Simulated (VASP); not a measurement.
Runs of VASP 6.6.1 on Cl3In. The cell holds a molecule in a box, 4 atoms: a = 11.000 Å, b = 13.000 Å, c = 13.000 Å, α = 90.00°, β = 90.00°, γ = 90.00°. 

```csv
level,gap on the mesh (eV),largest force (eV/Å)
vdW-DF2,4.05,0.91
SCAN,(b),0.02
r2SCAN+D3(BJ),4.86,0.08
r2SCAN,4.86,(a)
```

Alike in all rows: task single point; potentials or basis VASP PAW PBE potentials, release 64 (Cl, In_d); no spin polarisation; cell as given; k mesh 1 × 1 × 1; cutoff (eV) 520; smearing gaussian 0.01 eV.

Question: Estimate the missing entries.

Answer: (a) 0.09; (b) 4.79.

Caveats: the PAW data sets were made with another functional, which shifts forces and pressure a little; spin-orbit coupling is left out, which moves the levels of the heavy elements.

A k mesh can miss the band edges, and the runs leave out spin-orbit coupling on In.

Runs at the PBE level aren't shown here.
